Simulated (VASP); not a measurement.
# OInBrH2 in VASP: settings compared, part 2 of 2

VASP 6.6.1. The steps go on from the part before.

### Step 5. Electron localisation function, PBE

Input file INCAR:

```
PREC = Accurate
ENCUT = 520
EDIFF = 1E-6
ISMEAR = 0
SIGMA = 0.01
LREAL = False
LASPH = True
NELM = 100
ALGO = Normal
ISIF = 2
LWAVE = False
LCHARG = True
GGA = PE
LELF = True
```

Input file KPOINTS:

```
Automatic mesh
0
Gamma
  1 1 1
```

Input file POSCAR:

```
InH2BrO
1.0
   13.0000000000      0.0000000000      0.0000000000
    0.0000000000     13.0000000000      0.0000000000
    0.0000000000      0.0000000000     11.0000000000
O In Br H
1 1 1 2
Direct
    0.4045115400      0.4552692300      0.4497318200
    0.5396884600      0.5095615400      0.5000227300
    0.6406346200      0.3712769200      0.5939681800
    0.3613653800      0.5061538500      0.4122136400
    0.5836500000      0.6319538500      0.4833590900
```

Potentials or basis: VASP PAW PBE potentials, release 64 (O, In_d, Br, H).

Command:

```
cat potpaw_PBE.64/O/POTCAR potpaw_PBE.64/In_d/POTCAR potpaw_PBE.64/Br/POTCAR potpaw_PBE.64/H/POTCAR > POTCAR
mpirun -np 1 vasp_gam > vasp.out
```

OUTCAR:

```text
PREC = Accurate
   ENCUT = 520
   EDIFF = 1E-6
   ISMEAR = 0
   LREAL = False
   LASPH = True
   NELM = 100
   ISIF = 2
   GGA = PE

 ion  position               nearest neighbor table
   1  0.405  0.455  0.450-   4 0.96   2 1.97
   2  0.540  0.510  0.500-   5 1.70   1 1.97   3 2.45
   3  0.641  0.371  0.594-   2 2.45
   4  0.361  0.506  0.412-   1 0.96
   5  0.584  0.632  0.483-   2 1.70

  LATTYP: Found a simple tetragonal cell.
 ALAT       =    13.0000000000
 C/A-ratio  =     0.8461538462

  Lattice vectors:

 A1 = (  13.0000000000,   0.0000000000,   0.0000000000)
 A2 = (   0.0000000000,  13.0000000000,   0.0000000000)
 A3 = (   0.0000000000,   0.0000000000,  11.0000000000)

Analysis of symmetry for initial positions (statically):
=====================================================================
 Subroutine PRICEL returns:
 Original cell was already a primitive cell.

 Routine SETGRP: Setting up the symmetry group for a
 simple tetragonal supercell.

 Subroutine GETGRP returns: Found  1 space group operations
 (whereof  1 operations were pure point group operations)
 out of a pool of 16 trial point group operations.

The static configuration has the point symmetry C_1 .

Analysis of symmetry for dynamics (positions and initial velocities):
=====================================================================
 Subroutine PRICEL returns:
 Original cell was already a primitive cell.

 Routine SETGRP: Setting up the symmetry group for a
 simple tetragonal supercell.

 Subroutine GETGRP returns: Found  1 space group operations
[... 98 lines left out ...]
   EMIN   =  10.00;   EMAX   =-10.00  energy-range for DOS
   EFERMI =   0.00;   METHOD = LEGACY
   ISMEAR =     0;   SIGMA  =   0.01  broadening in eV -4-tet -1-fermi 0-gaus
   EFERMI_NEDOS =   21; number of points for ismear=-14 and -15
   IALGO  =     38    algorithm
   IMIX   =      4    mixing-type and parameters
     AMIX     =   0.40;   BMIX     =  1.00
     AMIX_MAG =   1.60;   BMIX_MAG =  1.00
  volume/ion in A,a.u.               =     371.80      2509.03
  Fermi-wavevector in a.u.,A,eV,Ry     =   0.404297  0.764011  2.223960  0.163456
  Thomas-Fermi vector in A             =   1.355827
   LORBIT       =      0    0 simple, 1 ext, 2 COOP (PROOUT), +10 PAW based schemes
   GGA     = PE    functional components
   LHFCALC =     F    Hartree Fock is set to
   AEXX    =    0.0000 exact exchange contribution
   IVDW    =     0    specifies the selected vdW correction
   LEPSILON=     F    determine dielectric tensor
   LRPA    =     F    only Hartree local field effects (RPA)
 non-spin polarized calculation
 Gauss-broadening in eV      SIGMA  =   0.01
  energy-cutoff  :      520.00
  volume of cell :     1859.00
 maximum number of plane-waves:     25047
 NGX is ok and might be reduce to    98
   NGX = 49   NGY = 49   NGZ = 41

 number of electron      28.0000007 magnetization

 Free energy of the ion-electron system (eV)
  ---------------------------------------------------
  ext. energy  EPLUGINS =         0.00000000
  ---------------------------------------------------
  free energy    TOTEN  =       -18.29367807 eV

  energy without entropy =      -18.29367807  energy(sigma->0) =      -18.29367807

 E-fermi :  -6.5368     XC(G=0):  -0.8371

 val. band max:       -6.5866628772   @ k =   0.0000   0.0000   0.0000
 cond. band min:      -2.0862448607   @ k =   0.0000   0.0000   0.0000
 fundamental gap:      4.5004180166
 Fermi energy:        -6.5367617438

 k-point     1 :       0.0000    0.0000    0.0000
  band No.  band energies     occupation
      1     -24.0265      2.00000
      2     -19.9522      2.00000
      3     -19.3884      2.00000
      4     -19.3340      2.00000
      5     -19.2497      2.00000
      6     -19.0480      2.00000
[... 10 lines left out ...]
     17      -0.6318      0.00000
     18      -0.1307      0.00000

------------------------ aborting loop because EDIFF is reached ----------------------------------------

  FORCE on cell =-STRESS in cart. coord.  units (eV):
  Direction    XX          YY          ZZ          XY          YZ          ZX
  --------------------------------------------------------------------------------------
  -------------------------------------------------------------------------------------
  Total        1.2589734      0.9574812      0.2535956     -0.0008708     -0.2837252      0.5574457
  in kB        1.0850450      0.8252042      0.2185611     -0.0007505     -0.2445283      0.4804341
  external PRESSURE =       0.7096035 kB  Pullay stress =       0.0000000 kB

 VOLUME and BASIS-vectors are now :
 -----------------------------------------------------------------------------
  energy-cutoff  :      520.00
  volume of cell :     1859.00
      direct lattice vectors                 reciprocal lattice vectors
    13.000000000  0.000000000  0.000000000     0.076923077  0.000000000  0.000000000
     0.000000000 13.000000000  0.000000000     0.000000000  0.076923077  0.000000000
     0.000000000  0.000000000 11.000000000     0.000000000  0.000000000  0.090909091

 POSITION                                       TOTAL-FORCE (eV/Angst)
 -----------------------------------------------------------------------------------
      5.25865      5.91850      4.94705        -0.137700     -0.675007      0.122666
      7.01595      6.62430      5.50025         0.325688      0.285420      0.057114
      8.32825      4.82660      6.53365         0.122612     -0.195730      0.106390
      4.69775      6.58000      4.53435        -0.378164      0.437282     -0.275578
      7.58745      8.21540      5.31695         0.067564      0.148034     -0.010591
 -----------------------------------------------------------------------------------
    total drift:                                0.001868      0.001566     -0.000066

  FREE ENERGIE OF THE ION-ELECTRON SYSTEM (eV)
  ---------------------------------------------------
  free  energy   TOTEN  =       -18.2936780701 eV

  energy  without entropy=      -18.2936780701  energy(sigma->0) =      -18.29367807
```

OSZICAR:

```text
N       E                     dE             d eps       ncg     rms          rms(c)
DAV:   1     0.237934506780E+03    0.23793E+03   -0.80827E+03    44   0.936E+02
DAV:   2     0.591651562118E+02   -0.17877E+03   -0.17626E+03    46   0.229E+02
DAV:   3    -0.152189155659E+02   -0.74384E+02   -0.74335E+02    56   0.115E+02
[... 18 lines left out ...]
DAV:  22    -0.182936661299E+02   -0.20644E-04   -0.93688E-07    36   0.378E-03    0.866E-04
DAV:  23    -0.182936732757E+02   -0.71458E-05   -0.22394E-07    36   0.201E-03    0.370E-04
DAV:  24    -0.182936763940E+02   -0.31182E-05   -0.86985E-08    36   0.152E-03    0.254E-04
DAV:  25    -0.182936775607E+02   -0.11667E-05   -0.24262E-08    36   0.980E-04    0.180E-04
DAV:  26    -0.182936780701E+02   -0.50939E-06   -0.10120E-08    36   0.655E-04
   1 F= -.18293678E+02 E0= -.18293678E+02  d E =-.864884E-13
```

stdout:

```text
POSCAR found type information on POSCAR O InBrH
 POSCAR found :  4 types and       5 ions
 scaLAPACK will be used
 LDA part: xc-table for (Slater+PW92), standard interpolation
 POSCAR, INCAR and KPOINTS ok, starting setup
 FFT: planning ... GRIDC
 FFT: planning ... GRID_SOFT
 FFT: planning ... GRID
 WAVECAR not read
 entering main loop
```

It took 98 s on 1 thread of Intel Xeon 6975P-C (Granite Rapids), shared host; peak memory 1.5 GiB.

What came out:

| Item | Value |
| --- | --- |
| Free energy | -18.2937 eV |
| Largest force | 0.700 eV/Å |
| Gap between the frontier levels | 4.50 eV |

Forces on the atoms (eV/Å):
```
O   -0.138 -0.675  0.123
In   0.326  0.285  0.057
Br   0.123 -0.196  0.106
H   -0.378  0.437 -0.276
H    0.068  0.148 -0.011
```

Caveat: spin-orbit coupling is left out, which moves the levels of the heavy elements.

### Step 6. The reference run

An earlier run on the cell as given: functional PBE; potentials or basis VASP PAW PBE potentials, release 64 (O, In_d, Br, H); cutoff 520 eV; k mesh 1 × 1 × 1; occupations gaussian, width 0.01 eV; no spin polarisation.

- Largest force: 0.700 eV/Å
- Gap between the frontier levels: 4.50 eV

### Step 7. The runs side by side

```csv
task,level,cell,gap on the mesh (eV),largest force (eV/Å)
single point,PBE,"atoms moved at random, drawn with an rms of 0.05 Å",4.59,3.42
relaxation of the atoms,PBE,"atoms relaxed from: atoms moved at random, drawn with an rms of 0.02 Å",4.35,0.01
atomic charges,PBE+TS,as given,4.50,0.70
electron localisation function,PBE,as given,4.50,0.70
single point,PBE,as given,4.50,0.70
```

Alike in all rows: potentials or basis VASP PAW PBE potentials, release 64 (O, In_d, Br, H); no spin polarisation; k mesh 1 × 1 × 1; cutoff (eV) 520; smearing gaussian 0.01 eV.

On the cell as given the gap runs from 4.50 eV (PBE+TS) to 4.50 eV (PBE+TS).

Caveats: spin-orbit coupling is left out, which moves the levels of the heavy elements.

Total energies depend on the potentials used, so only differences within one code and one set of settings carry meaning.
